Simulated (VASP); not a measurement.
## InSe: relaxation of cell and atoms with LDA

InSe:

```
In Se
1.0
     4.05000    0.00000    0.00000
    -2.02500    3.50740    0.00000
     0.00000    0.00000   16.93000
In Se
4 4
Direct
  0.33333 0.66667 0.15700
  0.66667 0.33333 0.65700
  0.33333 0.66667 0.34300
  0.66667 0.33333 0.84300
  0.33333 0.66667 0.60200
  0.66667 0.33333 0.10200
  0.33333 0.66667 0.89800
  0.66667 0.33333 0.39800
```

```yaml
Program: VASP 6.6.1
Task: relaxation of cell and atoms
Functional: LDA
Potentials_or_basis: VASP PAW LDA potentials, release 64 (In_d, Se)
Cutoff: 600 eV
k_mesh: 9 × 9 × 2
Occupations: gaussian, width 0.03 eV
Spin: no spin polarisation
Further_INCAR_settings: ALGO = Normal; EDIFF = 1e-06; IBRION = 2; EDIFFG = -0.01; NSW = 90; ISIF = 3
```

```yaml
Relaxed_volume: 28.09 Å³/atom
Relaxed_cell: a = 3.968 Å, b = 3.968 Å, c = 16.484 Å, α = 90.00°, β = 90.00°, γ = 120.00°
Space_group_after_relaxing_to_0.05_Å: P6_3/mmc (No. 194)
Energy_gained_by_relaxing: 201.5 meV/atom
Ionic_steps: 24
Pressure_after_relaxing: 0.0 GPa
Largest_force_after_relaxing: 0.005 eV/Å
Band_gap_on_the_k_mesh: 0.30 eV, direct
```

Forces on the atoms (eV/Å):
```
In   0.000  0.000 -0.005
In   0.000  0.000 -0.005
In   0.000  0.000  0.005
In   0.000  0.000  0.005
Se   0.000  0.000  0.001
Se   0.000  0.000  0.001
Se   0.000  0.000 -0.001
Se   0.000  0.000 -0.001
```

The path:
| step | energy change (eV) | largest force (eV/Å) | pressure (GPa) | volume (Å³) |
| --- | --- | --- | --- | --- |
| 1 | 0.0000 | 2.6343 | 3.47 | 240.49 |
| 2 | -0.9462 | 0.2471 | -4.28 | 263.56 |
| 3 | -1.0242 | 0.8227 | -2.99 | 258.06 |
| 4 | -1.3972 | 0.2735 | -1.33 | 241.65 |
| 5 | -1.4222 | 0.2951 | -0.62 | 236.81 |
| 6 | -1.5404 | 0.3988 | 0.65 | 229.78 |
| 7 | -1.5496 | 0.4564 | 1.22 | 227.00 |
| 8 | -1.5960 | 0.0465 | -0.41 | 229.96 |
| 9 | -1.5993 | 0.1014 | -0.11 | 229.37 |
| 10 | -1.6028 | 0.0532 | -0.11 | 228.74 |
| 11 | -1.6028 | 0.0586 | -0.10 | 228.72 |
| 12 | -1.6039 | 0.0580 | 0.03 | 227.95 |
| 13 | -1.6045 | 0.0911 | 0.26 | 226.62 |
| 14 | -1.6050 | 0.0894 | 0.27 | 226.53 |
| 15 | -1.6063 | 0.0823 | 0.26 | 226.27 |
| 16 | -1.6085 | 0.0678 | 0.23 | 225.74 |
| 17 | -1.6113 | 0.0386 | 0.20 | 224.69 |
| 18 | -1.6094 | 0.0277 | 0.16 | 222.58 |
| 19 | -1.6118 | 0.0189 | 0.19 | 224.03 |
| 20 | -1.6122 | 0.0186 | -0.01 | 224.94 |
| 21 | -1.6122 | 0.0140 | -0.02 | 224.83 |
| 22 | -1.6122 | 0.0116 | 0.00 | 224.72 |
| 23 | -1.6122 | 0.0112 | 0.02 | 224.71 |
| 24 | -1.6122 | 0.0054 | 0.02 | 224.75 |

Final structure:
```
CELL_PARAMETERS angstrom
3.96779 0.00000 0.00000
-1.98389 3.43620 0.00000
0.00000 0.00000 16.48402
ATOMIC_POSITIONS crystal
In 0.33333 0.66667 0.16677
In 0.66667 0.33333 0.66677
In 0.33333 0.66667 0.33323
In 0.66667 0.33333 0.83323
Se 0.33333 0.66667 0.58942
Se 0.66667 0.33333 0.08942
Se 0.33333 0.66667 0.91058
Se 0.66667 0.33333 0.41058
```

Levels at points of the mesh, in eV from the valence-band top:
| k point | band 35 | band 36 | band 37 | band 38 | band 39 | band 40 | band 41 | band 42 |
| --- | --- | --- | --- | --- | --- | --- | --- | --- |
| (0.00, 0.00, 0.00) | -1.19 | -1.11 | -1.11 | 0.00 | 0.30 | 1.76 | 2.04 | 2.07 |
| (0.00, 0.00, 0.50) | -1.14 | -1.14 | -1.02 | -1.02 | 1.23 | 1.23 | 2.06 | 2.06 |

Wall time 24 min on 2 MPI ranks on Intel(R) Xeon(R) Platinum 8488C (Sapphire Rapids), on a shared host, peak memory 0.52 GiB a rank.

Caveat: spin-orbit coupling is left out, which moves the levels of the heavy elements. LDA usually gives volumes a few per cent too small.
